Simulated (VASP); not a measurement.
Computed with PBEsol GGA, VASP's PBE PAW potentials (set 64) (plane waves; VASP 6.6.1).

Gaps are without spin-orbit coupling.

```yaml
volume_per_atom: 27.62 Å³/atom
band gap (over mesh and band path): 5.22 eV
smallest direct gap (over mesh and band path): 5.34 eV
hill_bulk_modulus: 38.3 GPa
hill_shear_modulus: 152 kbar
```

Which relaxed crystal gives these values?
(A) MoS2, R3m (160)
(B) SrCl2, Fm-3m (225)
(C) MgZnO2, R-3m (166)
(D) C, Fd-3m (227)

B, SrCl2, Fm-3m (225)
